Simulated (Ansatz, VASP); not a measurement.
This is a calculation of MoI for VASP 6.6.1.

File INCAR:

```
PREC     = Accurate       # precision mode
ENCUT    = 520            # plane-wave cutoff, eV
EDIFF    = 1E-6           # SCF threshold, eV
ISMEAR   = -1             # smearing method
SIGMA    = 0.05           # smearing width, eV
LREAL    = F              # projectors in reciprocal space
LASPH    = T              # aspherical terms in the spheres
NELM     = 100            # most SCF steps
ALGO     = Fast           # electronic algorithm
ISIF     = 2              # what is computed and relaxed
LWAVE    = F              # write WAVECAR
LCHARG   = F              # write CHGCAR
LMAXMIX  = 4              # l up to which the mixer works
```

Contents of KPOINTS:

```
regular mesh
0
Gamma
  5 5 5
```

File POSCAR:

```
MoI
1.0
    0.0000000000      3.1788513800      3.1788513800
    3.1788513800      0.0000000000      3.1788513800
    3.1788513800      3.1788513800      0.0000000000
Mo I
1 1
Direct
    0.0000000000      0.0000000000      0.0000000000
    0.7500000000      0.7500000000      0.7500000000
```

Contents of KPOINTS_OPT:

```
path GXWKGLUWLK,UX
15
line-mode
reciprocal
 0.0000000000  0.0000000000  0.0000000000  G
 0.5000000000  0.0000000000  0.5000000000  X

 0.5000000000  0.0000000000  0.5000000000  X
 0.5000000000  0.2500000000  0.7500000000  W

 0.5000000000  0.2500000000  0.7500000000  W
 0.3750000000  0.3750000000  0.7500000000  K

 0.3750000000  0.3750000000  0.7500000000  K
 0.0000000000  0.0000000000  0.0000000000  G

 0.0000000000  0.0000000000  0.0000000000  G
 0.5000000000  0.5000000000  0.5000000000  L

 0.5000000000  0.5000000000  0.5000000000  L
 0.6250000000  0.2500000000  0.6250000000  U

 0.6250000000  0.2500000000  0.6250000000  U
 0.5000000000  0.2500000000  0.7500000000  W

 0.5000000000  0.2500000000  0.7500000000  W
 0.5000000000  0.5000000000  0.5000000000  L

 0.5000000000  0.5000000000  0.5000000000  L
 0.3750000000  0.3750000000  0.7500000000  K

 0.6250000000  0.2500000000  0.6250000000  U
 0.5000000000  0.0000000000  0.5000000000  X
```

Potentials or basis: VASP PAW LDA potentials, release 64 (Mo_sv, I).

Command:

```sh
$ cat potpaw_LDA.64/Mo_sv/POTCAR potpaw_LDA.64/I/POTCAR > POTCAR
$ mpirun -np 1 vasp_std > vasp.out
```

**Question.** Translate it to Ansatz 0.2.0. Potentials there: Ansatz PAW.

**Answer.** As run (the cutoff follows the program's own potentials):

The input input.yaml:

```yaml
crystal:
  lattice:
    - [0.0, 3.17885138, 3.17885138]
    - [3.17885138, 0.0, 3.17885138]
    - [3.17885138, 3.17885138, 0.0]
  atoms:
    - { symbol: Mo, position: [0.0, 0.0, 0.0] }
    - { symbol: I, position: [0.75, 0.75, 0.75] }
hamiltonian:
  xc: lda
  pseudopotentials: { kind: paw }
kpoints:
  mp_grid: { grid: [5, 5, 5] }
  band_path:
    path:
      - [[0.0, 0.0, 0.0], [0.5, 0.0, 0.5], [0.5, 0.25, 0.75], [0.375, 0.375, 0.75], [0.0, 0.0, 0.0], [0.5, 0.5, 0.5], [0.625, 0.25, 0.625], [0.5, 0.25, 0.75], [0.5, 0.5, 0.5], [0.375, 0.375, 0.75]]
      - [[0.625, 0.25, 0.625], [0.5, 0.0, 0.5]]
    npoints: 14
scf:
  occupations: { method: fermi_dirac, width: 0.05 }
  n_extra_bands: 6
output:
  forces: true
  stress: true
  eigenvalues: true
  fatbands: true
```

Potentials or basis: Ansatz PAW.

Command:

```console
$ ansatz run input.yaml --threads 2 --pin off --max-ram 5632MiB --backend cpu --events-out ev --progress --plain --runs-dir out
```

Both were run:

|  | VASP | Ansatz | Ansatz less VASP |
| --- | --- | --- | --- |
| gap on the k mesh at the Fermi level (eV) | none | none | - |
| pressure (GPa) | -11.4 | -11.5 | -0.03 |

A gap of «none» marks a metal or a gap that the smearing closes. The two sets of potentials don't hold the same shells in valence.

Caveats: spin-orbit coupling is left out, which moves the levels of the heavy elements; an odd number of electrons without spin polarisation forces a metal; a magnetic or distorted state may lie lower; the PAW data sets come from PBE, with cores solved anew for the run's functional, which leaves a small shift of forces and pressure (Ansatz).
